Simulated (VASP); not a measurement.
Data:

```yaml
crystal:
  lattice:
    - [2.11995, 1.22395, 9.26878]
    - [-2.11995, 1.22395, 9.26878]
    - [0.00000, -2.44790, 9.26878]
  atoms:
    - { symbol: In, position: [0.59906, 0.59906, 0.59906] }
    - { symbol: In, position: [0.40094, 0.40094, 0.40094] }
    - { symbol: Te, position: [0.21154, 0.21154, 0.21154] }
    - { symbol: Te, position: [0.78846, 0.78846, 0.78846] }
    - { symbol: Te, position: [0.00000, 0.00000, 0.00000] }
```

All values below come from LDA (Ceperley-Alder, Perdew-Zunger), VASP's LDA PAW potentials (set 64) (plane waves; VASP). Settings: 400 eV cut-off, 9×9×9 Γ-centred mesh, tetrahedra with Blöchl corrections, potentials In_d Te.

Unless said otherwise, spin-orbit coupling is left out, though it shifts the bands of the heavy elements here.

### Question
What does the run give for the energy per atom (σ→0), band gap (on the k-mesh) with the smallest direct gap where there is one?

### Answer

```yaml
band gap (on the k-mesh): none (metal, semimetal or under 0.01 eV)
energy per atom (σ→0): -3.820 eV/atom
```

The absolute energy has meaning only against runs of the same code, potentials and settings.

The structure comes from a computed database's In2Te3 entry (R-3m); how it stands against other phases isn't given here. It was relaxed first, which changed the volume by -10 %.
